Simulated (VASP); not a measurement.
Crystal: GaN.

```xyz
2
Lattice="0.0000 2.2535 2.2535 2.2535 0.0000 2.2535 2.2535 2.2535 0.0000" Properties=species:S:1:pos:R:3 pbc="T T T"
Ga    0.0000    0.0000    0.0000
N     3.3803    3.3803    3.3803
```

The cell is a database's computed one.

```yaml
Program: VASP 6.6.1
Task: relaxation of cell and atoms
Functional: PBE
Potentials_or_basis: VASP PAW PBE potentials, release 64 (Ga_d, N)
Cutoff: 520 eV
k_mesh: 8 × 8 × 8
Occupations: gaussian, width 0.02 eV
Spin: no spin polarisation
```

At the start: pressure 5.1 GPa; volume 11.44 Å³/atom.

How do energy, volume and symmetry change on relaxing?

Over 3 steps the energy falls by 5.0 meV/atom and the volume is 11.77 Å³/atom (+2.8 %); space group F-43m (No. 216, to 0.05 Å).

The path:
| step | energy change (eV) | largest force (eV/Å) | pressure (GPa) | volume (Å³) |
| --- | --- | --- | --- | --- |
| 1 | 0.0000 | 0.0000 | 5.05 | 22.89 |
| 2 | -0.0029 | 0.0000 | -3.88 | 24.10 |
| 3 | -0.0099 | 0.0000 | -0.02 | 23.54 |

Final structure:
```
CELL_PARAMETERS angstrom
0.00000 2.27455 2.27455
2.27455 0.00000 2.27455
2.27455 2.27455 0.00000
ATOMIC_POSITIONS crystal
Ga 0.00000 0.00000 0.00000
N 0.75000 0.75000 0.75000
```
